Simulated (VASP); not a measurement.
Here is the system:

```yaml
crystal:
  lattice:
    - [2.70795, 0.00000, 0.00000]
    - [0.00000, 2.70795, 0.00000]
    - [0.00000, 0.00000, 2.70795]
  atoms:
    - { symbol: Ti, position: [0.00000, 0.00000, 0.00000] }
    - { symbol: C, position: [0.50000, 0.50000, 0.50000] }
```

These are r2SCAN meta-GGA, VASP's PBE PAW potentials (set 64) (plane waves; VASP 6.6.1) values and carry that method's errors. Settings: 520 eV cut-off, 15×15×15 Γ-centred mesh, tetrahedra with Blöchl corrections, potentials Ti_sv C.

Question: Estimate the energy per atom (σ→0), band gap (over mesh and band path) with the smallest direct gap where there is one.

Answer: 
```json
{
  "band gap (over mesh and band path)": "none (metal, semimetal or under 0.01 eV)",
  "energy per atom (σ→0)": "-11.139 eV/atom"
}
```

The absolute energy has meaning only against runs of the same code, potentials and settings.

The structure was generated: TiC was put into the CsCl type (Pm-3m), which need not be its known phase. It was relaxed first, which changed the volume by -13 %.
